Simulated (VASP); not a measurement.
Input:

```yaml
crystal:
  lattice:
    - [3.12704, 0.00000, 0.00000]
    - [0.00000, 3.12704, 0.00000]
    - [0.00000, 0.00000, 3.12704]
  atoms:
    - { symbol: Zn, position: [0.50000, 0.50000, 0.50000] }
    - { symbol: Au, position: [0.00000, 0.00000, 0.97602] }
```

Method: PBEsol GGA, VASP's PBE PAW potentials (set 64) (plane waves; VASP). Run with 480 eV cut-off, 12×12×12 Γ-centred mesh, first-order Methfessel-Paxton smearing of 0.10 eV, potentials Zn Au.

Question: Give the force on each atom (eV/Å).

Answer: 
```tsv
atom	Fx	Fy	Fz
Zn1	0.000	0.000	-0.287
Au2	0.000	0.000	0.287
```

Question: Give the stress tensor in GPa (positive for a compressed cell).

Answer: 
```
0.75  0.00  0.00
0.00  0.75  0.00
0.00  0.00  0.47
```
The pressure is its mean diagonal, 0.65 GPa.

The compound is AuZn in the CsCl type structure. This cell was strained or had an atom moved on purpose. The electron count is odd and the run is not spin-polarised, which forces a metal.
